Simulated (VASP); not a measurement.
Consider the following.

```
CELL_PARAMETERS angstrom
      4.05693     0.00000     0.00000
      0.00000     4.05693     0.00000
      0.00000     0.00000     4.05693
ATOMIC_POSITIONS crystal
  Rb 0.00000 0.00000 0.00000
  Mg 0.50000 0.50000 0.50000
  F  0.00000 0.50000 0.50000
  F  0.50000 0.00000 0.50000
  F  0.50000 0.50000 0.00000
```

Computed with PBEsol GGA with spin-orbit coupling, VASP's PBE PAW potentials (set 64) (plane waves; VASP). Run with 520 eV cut-off, 5×5×5 Γ-centred mesh, Gaussian smearing of 0.050 eV, potentials Rb_sv Mg F.

Q: Estimate the energy per atom (σ→0), band gap (over mesh and band path) with the smallest direct gap where there is one.

A: 
The band gap (over mesh and band path) comes out as 7.13 eV, the smallest direct gap (over mesh and band path) comes out as 7.27 eV and the energy per atom (σ→0) is -5007 meV/atom.

Total energies compare only between runs with the same potentials, cut-off and functional.

The structure comes from a computed database's RbMgF3 entry (Pm-3m); how it stands against other phases isn't given here. The cell was not relaxed at this level.
